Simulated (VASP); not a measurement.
Here is the system:

```xyz
2
Lattice="3.6296 0.0000 0.0000 0.0000 3.6296 0.0000 0.0000 0.0000 3.6296" Properties=species:S:1:pos:R:3 pbc="T T T"
Hg     0.0000     0.0000     0.0000
Te     1.8148     1.8148     1.8148
```

Level of theory: PBEsol GGA, VASP's PBE PAW potentials (set 64) (plane waves; VASP). Settings: 500 eV cut-off, 10×10×10 Γ-centred mesh, first-order Methfessel-Paxton smearing of 0.10 eV, potentials Hg Te.

Unless said otherwise, spin-orbit coupling is left out, though it shifts the bands of the heavy elements here.

### Question
What does the run give for the energy per atom (σ→0), pressure, band gap (on the k-mesh) with the smallest direct gap where there is one?

### Answer

- band gap (on the k-mesh) = none (metal, semimetal or under 0.01 eV)
- energy per atom (σ→0) = -1.828 eV/atom
- pressure = 4.98 GPa

Only differences to runs with the same potentials and settings are physical.

The structure was generated: HgTe was put into the CsCl type type (Pm-3m), which need not be its known phase. It was relaxed first under an external pressure of 5 GPa.
